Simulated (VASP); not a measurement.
The system is PbS.

```
CELL_PARAMETERS angstrom
0.00000 2.97341 2.97341
2.97341 0.00000 2.97341
2.97341 2.97341 0.00000
ATOMIC_POSITIONS crystal
Pb 0.00000 0.00000 0.00000
S 0.50000 0.50000 0.50000
```

The cell was built by a generator and needn't be a form met in nature.

Program: VASP 6.6.1. Alike in all runs: potentials or basis VASP PAW PBE potentials, release 64 (Pb_d, S); no spin polarisation; cell as given; cutoff (eV) 520; smearing gaussian 0.02 eV. Hardware: 4 MPI ranks on Intel(R) Xeon(R) 6975P-C (Granite Rapids) (shared host).

Task: Order these runs on this cell by their wall time, lowest first.
A. task electrostatic potential; level r2SCAN+rVV10; k mesh 10 × 10 × 10
B. task electrostatic potential; level HSE06; k mesh 6 × 6 × 6; grid for exact exchange (PRECFOCK) Fast; screening parameter 0.2 1/A
C. task band structure; level HSE06; k mesh 6 × 6 × 6; grid for exact exchange (PRECFOCK) Fast; screening parameter 0.2 1/A

Result: A (62 s), B (180 s), C (1200 s).

Runs at the PBE level aren't shown here.
